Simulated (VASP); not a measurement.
Write the native input for VASP 6.6.1 that does the following.

| Quantity | Value |
| --- | --- |
| Task | relaxation of cell and atoms |
| Functional | PBE |
| Potentials or basis | VASP PAW PBE potentials, release 64 (Sr_sv, Zr_sv, O) |
| Cutoff | 520 eV |
| k mesh | 6 × 6 × 10 |
| Occupations | gaussian, width 0.1 eV |
| Spin | no spin polarisation |
| Further INCAR settings | ALGO = Normal; EDIFF = 1e-07; IBRION = 2; POTIM = 0.3; EDIFFG = -0.005; NSW = 60; ISIF = 3 |

The structure of SrZr2O3 lies in POSCAR:

```
SrZr2O3                                 
1.0
    5.4820579318      0.0000000000      0.0000000000
   -2.7410289659      4.7476014368     -0.0000000000
    0.0000000000      0.0000000000      3.2643818698
  Sr              Zr              O             
     1     2     3
Direct
     0.0000000000000000    0.0000000000000000    0.0000000000000000
     0.3333333300000021    0.6666666699999979    0.5000000000000000
     0.6666666699999979    0.3333333300000021    0.5000000000000000
     0.5000484048217081    0.0000000000000000    0.0000000000000000
     0.0000000000000212    0.5000484048217504    0.0000000000000000
     0.4999515951782706    0.4999515951782497    0.0000000000000000
```

The cell was built by a generator and needn't be a form met in nature.

The input as run:

INCAR

```
ALGO = Normal ; EDIFF = 1E-7
EDIFFG = -0.005 ; ENCUT = 520
GGA = PE ; IBRION = 2
ISIF = 3 ; ISMEAR = 0
KPAR = 4 ; LASPH = T
LCHARG = F ; LREAL = F
LWAVE = F ; NELM = 120
NSW = 60 ; POTIM = 0.3
PREC = Accurate ; SIGMA = 0.1
```

KPOINTS

```
k-points
0
Gamma
  6 6 10
```

Potentials or basis: VASP PAW PBE potentials, release 64 (Sr_sv, Zr_sv, O).

Command:

```bash
$ cat potpaw_PBE.64/Sr_sv/POTCAR potpaw_PBE.64/Zr_sv/POTCAR potpaw_PBE.64/O/POTCAR > POTCAR
$ mpirun -np 4 vasp_std > vasp.out
```

Results of the run:

| Quantity | Value |
| --- | --- |
| Pressure after relaxing | 0.0 GPa |
| Band gap on the k mesh | none (metal or under the smearing width) |

Caveat: the relaxation stopped at its first step, so nothing moved.

Wall time 40 s on 4 MPI ranks on Intel(R) Xeon(R) Platinum 8488C (Sapphire Rapids) (shared host), peak memory 0.26 GiB a rank.
